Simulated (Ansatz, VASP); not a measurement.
# Cross-check of K8P30O79 between VASP and Ansatz

Aim: how closely do two programs agree when they are given the same cell, functional and k mesh? The structure shown is frame 40 of Ansatz's trajectory.

Main program and level: Ansatz 0.2.0; plane waves, with VASP 6.6.1 beside it; single point at PBE.

**1. Starting point**

The cell holds 117 atoms: 30 P, 8 K and 79 O. Its edges and angles: a = 11.811 Å, b = 11.811 Å, c = 11.811 Å, α = 90.0°, β = 90.0°, γ = 90.0°. As first built, before any earlier steps moved the atoms (in the runner's words): 117 atoms (30 P, 8 K, 79 O) placed at random at 2.42 g/cm^3, melted at 4000 K for 10 ps at fixed volume with the Morse and Coulomb pair potential with partial charges (Pedone, Malavasi, Menziani, Cormack and Segre, J. Phys. Chem. B 110, 11780 (2006)). Quenched from 4000 K to 300 K at 10 K/ps and fixed volume, held 10 ps at zero pressure, then minimised at fixed cell.

**2. Ansatz: dynamics, PBE**

Ansatz runs on its default PAW (the set named soft_2) files.

One frame of this run of dynamics is then solved in both programs, so the motion causes no difference.

The input, input.yaml:

```yaml
crystal:
  lattice:
    - [11.81051, 0.0, 0.0]
    - [0.0, 11.81051, 0.0]
    - [0.0, 0.0, 11.81051]
  atoms:
    - { symbol: P, position: [0.10516, 0.52006, 0.66543] }
    - { symbol: P, position: [0.8765, 0.28692, 0.44955] }
    - { symbol: P, position: [0.19906, 0.0631, 0.17663] }
    - { symbol: P, position: [0.83731, 0.52902, 0.67493] }
    - { symbol: P, position: [0.85762, 0.53285, 0.94538] }
    - { symbol: P, position: [0.31186, 0.89382, 0.61289] }
    - { symbol: P, position: [0.67802, 0.73755, 0.65619] }
    - { symbol: P, position: [0.48716, 0.61914, 0.1348] }
    - { symbol: P, position: [0.96477, 0.75494, 0.36259] }
    - { symbol: P, position: [0.26153, 0.56673, 0.8734] }
    - { symbol: P, position: [0.9996, 0.89673, 0.14656] }
    - { symbol: P, position: [0.81671, 0.90995, 0.51741] }
    - { symbol: P, position: [0.97328, 0.77555, 0.9145] }
    - { symbol: P, position: [0.18349, 0.18344, 0.94382] }
    - { symbol: P, position: [0.18159, 0.70091, 0.49553] }
    - { symbol: P, position: [0.12283, 0.48734, 0.24702] }
    - { symbol: P, position: [0.58564, 0.84854, 0.87533] }
    - { symbol: P, position: [0.43728, 0.78332, 0.33019] }
    - { symbol: P, position: [0.68045, 0.11032, 0.44071] }
    - { symbol: P, position: [0.48976, 0.45736, 0.80977] }
    - { symbol: P, position: [0.37118, 0.40386, 0.22511] }
    - { symbol: P, position: [0.7462, 0.62154, 0.16697] }
    - { symbol: P, position: [0.08176, 0.15841, 0.38917] }
    - { symbol: P, position: [0.32196, 0.82192, 0.86301] }
    - { symbol: P, position: [0.81583, 0.53568, 0.39834] }
    - { symbol: P, position: [0.47562, 0.62708, 0.53753] }
    - { symbol: P, position: [0.2123, 0.30022, 0.57026] }
    - { symbol: P, position: [0.02441, 0.35595, 0.0418] }
    - { symbol: P, position: [0.65545, 0.34762, 0.97808] }
    - { symbol: P, position: [0.44986, 0.37424, 0.47562] }
[... 81 atom lines left out ...]
    - { symbol: O, position: [0.12805, 0.62399, 0.59045] }
    - { symbol: O, position: [0.10175, 0.11111, 0.88046] }
    - { symbol: O, position: [0.47529, 0.49857, 0.50691] }
    - { symbol: O, position: [0.36247, 0.30042, 0.15609] }
    - { symbol: O, position: [0.3213, 0.82856, 0.35031] }
    - { symbol: O, position: [0.59943, 0.97447, 0.8728] }
kpoints:
  mp_grid: { grid: [1, 1, 1] }
hamiltonian:
  xc: pbe
scf:
  occupations: { method: fixed }
output:
  forces: true
md:
  timestep: 1.0
  n_steps: 120
  ensemble: nvt_nose_hoover
  temperature: 600
  initial_velocities: maxwell_boltzmann
  seed: 5672
```

Run with:

```sh
$ ansatz run input.yaml --threads 4 --pin off --max-ram 8192MiB --backend cpu --events-out ev --progress --plain --runs-dir out
```

Numbers of over 12 decimals in the logs are rounded to 6 here.

Output:

```text
Warning: md: disabling space-group detection — thermal motion breaks the input geometry's symmetry, so no spatial operation reduces the k-mesh or symmetrises the density; time reversal is kept, so that k and −k are solved as one point where they differ and the mesh holds both, and exact exchange and, on two spinor components, a DFT+U term hold to it where the run has them: on two components no moment then forms, and  [...]
Engine: ansatz 0.2.0, aarch64-unknown-linux-gnu
Pseudopotentials: kind: paw
Pseudopotential: P, paw, valence charge 5, recommended cutoff 420 eV (normal), P.paw.azcp
Pseudopotential: K, paw, valence charge 9, recommended cutoff 420 eV (normal), K.paw.azcp
Pseudopotential: O, paw, valence charge 6, recommended cutoff 420 eV (normal), O.paw.azcp
Functional definition: PBE
  parameter kappa = 0.804
  parameter beta = 0.066725
  exchange = pbe_x(kappa = kappa, mu = beta*pi^2/3)
  correlation = pbe_c(beta = beta)
Crystal: 117 atoms, lattice volume = 1647.426 Å³
Basis set: ecut = 420 eV, 32231 PW (Γ), exchange–correlation on 160×160×160 points (8 copies of the dense FFT grid, shifted against one another)
Bands: 465, of which v1, the nominal top of the filled ones, is band 348 counted from 1 (347 counted from 0)
Symmetry: 1 space group operations
k-points: 1
Non-local potential: P, projectors of the file, l = 0: 2, l = 1: 2, l = 2: 2
Non-local potential: K, projectors of the file, l = 0: 3, l = 1: 2, l = 2: 2
Non-local potential: O, projectors of the file, l = 0: 2, l = 1: 2, l = 2: 1
PAW form: soft (Blöchl's): semilocal exchange-correlation on the pseudo side does not see the compensation charge
PAW one-centre angular grid: P, 110 points (default); XC on 64 Gauss nodes
PAW one-centre angular grid: K, 110 points (default); XC on 64 Gauss nodes
PAW one-centre angular grid: O, 110 points (default); XC on 64 Gauss nodes
Initial density: superposition of atomic densities (neutral atoms: chi_scale 0, normalization atom), corrected by the library's trained network
Initial wavefunctions: pseudopotential atomic-orbital guess
Functional: x = pbe(κ = 0.804, μ = 0.219515), c = pbe(β = 0.066725)
SCF iter   1: F=—  HF=-79820.317291 eV  |F-HF|=—  |Δ(HF+E_count)|=         —  Δρ=6.04e-3  dr2=8.95e-1  ethr=1.77e-3  ⟨swp⟩=7.0  Hψ=1718  notcnv=0  defer=115
preconditioner: auto → Resta (q_TF=auto, 2.363 Å⁻¹)  ε∞=3.0  [insulator: Δε(μ)=2.327 eV  Ē_g=16.809 eV  n_scr=364 (ndim 8)  ℏωp=23.9 eV  f_vac=0.185  ε∞_Penn≈3.0]
SCF iter   2: F=—  HF=-79820.110631 eV  |F-HF|=—  |Δ(HF+E_count)|=   2.07e-1  Δρ=3.33e-3  dr2=1.92e-1  ethr=1.29e-4  ⟨swp⟩=3.0  Hψ=789  notcnv=0  defer=115
SCF iter   3: F=—  HF=-79820.068386 eV  |F-HF|=—  |Δ(HF+E_count)|=   4.22e-2  Δρ=1.36e-3  dr2=6.39e-2  ethr=2.75e-5  ⟨swp⟩=4.0  Hψ=653  notcnv=0  defer=106
automatic band count: iteration 3 solves 456 bands in place of 465: the levels show a gap, and the empty bands left out lie too high to hold charge; the band table lists the bands solved (type scf.n_extra_bands for more)
SCF iter   4: F=—  HF=-79820.047498 eV  |F-HF|=—  |Δ(HF+E_count)|=   2.09e-2  Δρ=5.59e-4  dr2=5.52e-3  ethr=9.19e-6  ⟨swp⟩=4.0  Hψ=731  notcnv=0  defer=106
SCF iter   5: F=—  HF=-79820.046918 eV  |F-HF|=—  |Δ(HF+E_count)|=   5.80e-4  Δρ=2.88e-4  dr2=1.17e-3  ethr=7.93e-7  ⟨swp⟩=3.0  Hψ=866  notcnv=0  defer=106
SCF iter   6: F=—  HF=-79820.046852 eV  |F-HF|=—  |Δ(HF+E_count)|=   6.58e-5  Δρ=8.72e-5  dr2=9.83e-5  ethr=1.68e-7  ⟨swp⟩=3.0  Hψ=680  notcnv=0  defer=106
SCF iter   7: F=—  HF=-79820.046986 eV  |F-HF|=—  |Δ(HF+E_count)|=   1.34e-4  Δρ=4.02e-5  dr2=2.18e-5  ethr=1.41e-8  ⟨swp⟩=3.0  Hψ=774  notcnv=0  defer=106
SCF iter   8: F=—  HF=-79820.046988 eV  |F-HF|=—  |Δ(HF+E_count)|=   2.26e-6  Δρ=1.13e-5  dr2=1.91e-6  ethr=3.13e-9  ⟨swp⟩=3.0  Hψ=665  notcnv=0  defer=106
SCF iter   9: F=—  HF=-79820.046990 eV  |F-HF|=—  |Δ(HF+E_count)|=   1.47e-6  Δρ=4.78e-6  dr2=3.40e-7  ethr=2.75e-10  ⟨swp⟩=3.0  Hψ=750  notcnv=0  defer=106
SCF iter  10: F=-79820.046990 eV  HF=-79820.046990 eV  |F-HF|=1.55e-8  |Δ(HF+E_count)|=   8.15e-8  Δρ=2.27e-6  dr2=7.42e-8  ethr=1.44e-11  ⟨swp⟩=6.0  Hψ=1694  notcnv=0
SCF 1 converged in 10 iterations: F = -79820.046990 eV  dr2 = 7.42e-8
  greatest PAW one-centre occupation: 0.988 electrons in one spin orbital (limit 2), on the K atom at site 30 (counted from 0), in its partial waves of l = 0
md step     0: t =     0.00 fs  T =   600.0 K  F+E_penalty+E_count = -79820.04699002 eV  E_kin = 8.996496 eV  conserved = -79811.05049410 eV  (10 SCF iters)
Initial density: handed on by an earlier stage of this run
[...]
preconditioner: auto → Resta (q_TF=auto, 2.363 Å⁻¹)  ε∞=3.2  [insulator: Δε(μ)=2.690 eV  Ē_g=16.038 eV  n_scr=364 (ndim 8)  ℏωp=23.9 eV  f_vac=0.180  ε∞_Penn≈3.2]
SCF iter   2: F=—  HF=-79824.236596 eV  |F-HF|=—  |Δ(HF+E_count)|=   2.22e-2  Δρ=1.21e-3  dr2=1.66e-2  ethr=1.11e-5  ⟨swp⟩=4.0  Hψ=634  notcnv=0  defer=106
SCF iter   3: F=—  HF=-79824.232361 eV  |F-HF|=—  |Δ(HF+E_count)|=   4.24e-3  Δρ=5.64e-4  dr2=4.12e-3  ethr=2.39e-6  ⟨swp⟩=3.0  Hψ=651  notcnv=0  defer=106
SCF iter   4: F=—  HF=-79824.231486 eV  |F-HF|=—  |Δ(HF+E_count)|=   8.76e-4  Δρ=1.43e-4  dr2=4.12e-4  ethr=5.92e-7  ⟨swp⟩=3.0  Hψ=686  notcnv=0  defer=106
SCF iter   5: F=—  HF=-79824.231453 eV  |F-HF|=—  |Δ(HF+E_count)|=   3.27e-5  Δρ=8.41e-5  dr2=1.05e-4  ethr=5.92e-8  ⟨swp⟩=3.0  Hψ=737  notcnv=0  defer=106
SCF iter   6: F=—  HF=-79824.231441 eV  |F-HF|=—  |Δ(HF+E_count)|=   1.23e-5  Δρ=2.54e-5  dr2=9.14e-6  ethr=1.51e-8  ⟨swp⟩=3.0  Hψ=646  notcnv=0  defer=106
SCF iter   7: F=—  HF=-79824.231452 eV  |F-HF|=—  |Δ(HF+E_count)|=   1.09e-5  Δρ=1.19e-5  dr2=1.99e-6  ethr=1.31e-9  ⟨swp⟩=3.0  Hψ=947  notcnv=0  defer=106
SCF iter   8: F=—  HF=-79824.231452 eV  |F-HF|=—  |Δ(HF+E_count)|=   9.39e-8  Δρ=4.26e-6  dr2=2.90e-7  ethr=2.86e-10  ⟨swp⟩=3.0  Hψ=658  notcnv=0  defer=106
SCF iter   9: F=-79824.231452 eV  HF=-79824.231452 eV  |F-HF|=7.04e-9  |Δ(HF+E_count)|=   8.28e-8  Δρ=1.48e-6  dr2=3.51e-8  ethr=1.44e-11  ⟨swp⟩=6.0  Hψ=1521  notcnv=0
SCF 121 converged in 9 iterations: F = -79824.231452 eV  dr2 = 3.51e-8
md step   120: t =   120.00 fs  T =   737.1 K  F+E_penalty+E_count = -79824.23145171 eV  E_kin = 11.052525 eV  conserved = -79811.05818287 eV  (9 SCF iters)
SCF converged after 9 iterations
Free energy (F): -79824.231452 eV
Harris-Foulkes:  -79824.231452 eV  (|F-HF|=7.04e-9)
Internal energy: -79824.231452 eV  (E = F + TS)
E sigma→0 (E₀):  -79824.231452 eV
Fermi energy:    3.533113 eV
--- Per-component energies (eV) ---
  E_band       = -4052.643941
  E_kinetic    = 18392.862729
  E_local      = -51216.606436  (includes V_loc(G=0)·N_el)
  E_nonlocal   = 4809.533623
  E_hartree    = 18972.125022
  E_xc         = -8816.042397
  E_vxc        = -10659.668779  (∫ρ·V_xc dr)
  E_paw        = -35855.860923  (= ΣΔE_a)
  E_vpaw       = -3323.207420  (= ΣTr[D̂ρ^β])
  E_aug_tail   = 0.197551  (compensation charges beyond the density's cutoff)
  E_ewald      = -26110.440621
  E_smearing   = -0.000000  (= −TS)
  E_closure    = -0.000000  (closes the sum)
  Σ components = -79824.231452   (vs F -79824.231452, Δ=0.00e0)
--- Forces (eV/Å), atoms counted from 1 ---
  atom   1  P     -1.67438478     1.01255782     2.56484697
  atom   2  P      1.31829242     0.35012432     0.25527711
  atom   3  P      0.75517891     1.48353484     2.33685040
  atom   4  P      2.15017815     0.90344969    -2.24675754
  atom   5  P      1.89544394     2.40024472     0.44383684
  atom   6  P     -2.23967904     0.64304681    -0.01242532
  atom   7  P      1.66155533     0.94063123     0.71191848
  atom   8  P     -0.71206291     1.23366685     1.86872103
  atom   9  P      1.45402526    -0.16324645    -1.38275576
  atom  10  P     -3.96795062    -0.62176992     0.54916925
  atom  11  P     -3.95229375    -0.00406990    -1.67164446
  atom  12  P     -0.75030236     2.18397636    -1.96226002
  atom  13  P     -1.78000217     2.10571432     0.95521454
  atom  14  P      0.22613832     2.67346401    -3.08171637
  atom  15  P      0.76953946    -1.54680502    -2.77835046
  atom  16  P      1.38645647     2.98610879     0.85509438
  atom  17  P      1.00075241     1.95469491    -1.18180651
  atom  18  P     -2.21341744     2.74921808     1.78197173
  atom  19  P     -1.14620560    -2.11244417    -0.15939001
  atom  20  P      1.53538921    -1.83052104    -0.72413282
  atom  21  P      1.04596087     0.55622580     0.70608558
  atom  22  P      1.73257406    -0.22343430     3.15723126
  atom  23  P     -2.21218422     2.13313403    -1.55550755
  atom  24  P      0.84154940     3.12670919    -1.23572104
[...]
atom 110  O      0.44417416     1.25270888    -0.27086615
  atom 111  O      3.08237542    -1.71572024    -0.68818234
  atom 112  O     -0.49449594    -1.78030553     1.20546558
  atom 113  O     -1.26058695    -0.59342991     0.28756439
  atom 114  O     -0.26649500    -0.04376444    -0.47659336
  atom 115  O     -0.41736263     0.76968533    -0.06795659
  atom 116  O      0.52457244    -0.03435321    -0.39718641
  atom 117  O     -0.20668586    -0.71412490    -0.14453187
  max |Σ_I F_I| component: 3.81e-5 eV/Å
--- MD trajectory: 120 steps, t = 0.0 → 120.0 fs ---
  final state: T = 737.1 K   F+E_penalty+E_count = -79824.23145171 eV   E_kin = 11.052525 eV
  conserved energy: peak-to-peak 1.890e-2 eV (1.616e-4 eV/atom) over 120.0 fs
```

**3. VASP: single point, PBE**

The same cell, functional and mesh now go to VASP, with its own data sets.

Lines of VASP's logs that name or quote its potential files are left out, and so is its time.

The input, INCAR:

```
SYSTEM = K8P30O79
PREC = Accurate
ENCUT = 520
EDIFF = 1E-06
NELM = 120
ISMEAR = 0
SIGMA = 0.01
LREAL = Auto
ALGO = Normal
GGA = PE
NBANDS = 432
LORBIT = 11
LWAVE = .FALSE.
LCHARG = .FALSE.
ISIF = 2
LASPH = .TRUE.
GGA_COMPAT = .FALSE.
EFERMI = MIDGAP
NCORE = 4
```

The input, POSCAR:

```
K8P30O79
1.0
   11.8105100000      0.0000000000      0.0000000000
    0.0000000000     11.8105100000      0.0000000000
    0.0000000000      0.0000000000     11.8105100000
P K O
30 8 79
Direct
    0.1089792058      0.5280804978      0.6674817599
    0.8910622827      0.2896487959      0.4586254108
    0.1962912694      0.0628169317      0.1768594244
    0.8326482091      0.5182418033      0.6701319418
    0.8709784760      0.5264717612      0.9421777722
    0.3252272764      0.8878532764      0.6035471796
    0.6666350564      0.7304172301      0.6528676577
    0.4852796365      0.6174500508      0.1299774523
    0.9674688053      0.7621347427      0.3788574752
    0.2654923454      0.5680703035      0.8815030003
    0.9851479741      0.8941612174      0.1548197326
    0.8134026388      0.9137031339      0.5259891402
    0.9719986690      0.7548700268      0.8972770863
    0.1723972970      0.1808389307      0.9380881943
    0.1874347509      0.6893859791      0.4965746610
    0.1013758085      0.4950505948      0.2583377009
    0.5848519666      0.8659067221      0.8752458615
    0.4375340269      0.7863335284      0.3279621286
    0.6829340985      0.1059903425      0.4452136275
    0.4995381232      0.4645523352      0.7990933499
    0.3565129702      0.4086953061      0.2234027150
    0.7567327745      0.6358997198      0.1711526429
    0.0712839666      0.1452011810      0.3920237145
    0.3161421480      0.8299641590      0.8624437048
    0.7987546685      0.5393755223      0.4065785474
    0.4453491001      0.6407682649      0.5433634957
    0.2130729325      0.3030521121      0.5756059645
    0.0190084933      0.3263279909      0.0417170808
    0.6555009055      0.3438208850      0.9788908354
    0.4520973269      0.3759363482      0.4696918253
[... 81 atom lines left out ...]
    0.1083695793      0.6442905514      0.6077976311
    0.0911476304      0.1190719114      0.8652039582
    0.4817404160      0.5002239531      0.5113327028
    0.3602638667      0.2976162757      0.1673340101
    0.3192072146      0.8147658315      0.3504844414
    0.5931411937      0.9881876397      0.8421397552
```

The input, KPOINTS:

```
Automatic mesh
0
Gamma
1 1 1
0 0 0
```

The projector-augmented-wave data sets are P, K_sv and O (PBE family, release 64).

Run with:

```sh
$ mpirun -np 16 vasp_gam
```

Output:

```text
[banner, memory and clock lines left out]
running   16 mpi-ranks, on    1 nodes
[...]
LDA part: xc-table for (Slater+PW92), standard interpolation
 POSCAR, INCAR and KPOINTS ok, starting setup
[...]
entering main loop
       N       E                     dE             d eps       ncg     rms          rms(c)
DAV:   1     0.722011670074E+04    0.72201E+04   -0.41709E+05   872   0.160E+03
DAV:   2    -0.222257194929E+03   -0.74424E+04   -0.71871E+04  1064   0.417E+02
DAV:   3    -0.874444771605E+03   -0.65219E+03   -0.64604E+03  1040   0.132E+02
DAV:   4    -0.898631886802E+03   -0.24187E+02   -0.24072E+02  1120   0.249E+01
[...]
DAV:  19    -0.780247587517E+03    0.14533E-05   -0.84123E-06  1016   0.600E-03    0.113E-02
DAV:  20    -0.780247586427E+03    0.10899E-05   -0.38240E-06   824   0.496E-03    0.459E-03
DAV:  21    -0.780247586363E+03    0.64581E-07   -0.13441E-06   680   0.340E-03
   1 F= -.78024759E+03 E0= -.78024759E+03  d E =0.000000E+00
```

OUTCAR, selected parts (step 3):

```text
  FREE ENERGIE OF THE ION-ELECTRON SYSTEM (eV)
  ---------------------------------------------------
  free  energy   TOTEN  =      -780.2475863628 eV

  energy  without entropy=     -780.2475863628  energy(sigma->0) =     -780.24758636
```

The run ends at a pressure of -1.11 GPa, with forces up to 5.8 eV/Å.

**4. Side by side**

Known differences besides the potentials themselves: fixed occupations in Ansatz, narrow Gaussian smearing in VASP; the cutoff is 420 eV in Ansatz and 520 eV in VASP (PREC = Accurate, projectors in real space). Total energies have different zeros and are not compared.

Forces on 10 of the 117 atoms, those with the largest forces and the largest differences (eV/Å; atoms numbered as in POSCAR):

```csv
atom,"Ansatz x, y, z","VASP x, y, z"
P4,"2.614, 4.180, 1.067","2.535, 4.052, 1.151"
P11,"3.739, 1.199, 2.679","3.770, 1.050, 2.631"
P12,"-2.222, -3.804, -0.639","-2.176, -3.750, -0.706"
P15,"-1.516, 4.363, 3.402","-1.565, 4.394, 3.358"
P23,"2.748, 2.794, -0.594","2.771, 2.798, -0.566"
P25,"5.667, -1.182, -1.295","5.581, -1.145, -1.316"
P26,"4.152, -2.127, -2.582","4.259, -2.182, -2.566"
O46,"-1.511, -1.340, -0.038","-1.413, -1.157, -0.040"
O50,"1.700, 1.637, -0.234","1.573, 1.517, -0.227"
O59,"-1.590, -2.803, 0.663","-1.547, -2.637, 0.694"
```

The forces differ by 47 meV/Å r.m.s., which is 3.8 % of the r.m.s. force of 1.244 eV/Å (both taken over all components).

**5. Summary of results**

| Item | Value |
| --- | --- |
| r.m.s. force difference (single point, PBE) | 3.8 % of the r.m.s. force |

What this shows: The r.m.s. force difference is 3.8 % of the r.m.s. force (single point, PBE), beyond the 3 % picked in this series as the mark of a large difference. What causes the difference of the single point, PBE pair stays open here. 2 further runs of this series are not shown here. Such differences can come from data sets, numerical settings and the points named under the comparisons, not from the functional's error against experiment.

[Lines on the potential files, build, host, timing and source positions are cut from VASP's logs without a mark.]

[Logs are printed without paths, hosts, clocks, repeated set-up lines and the standing remarks that a program may print on its own settings, such as how far it seeks lower states.]

[Hosts, paths, dates, database ids (printed as entryN), source tags and the programs' standing remarks are cut or masked in the printed files.]
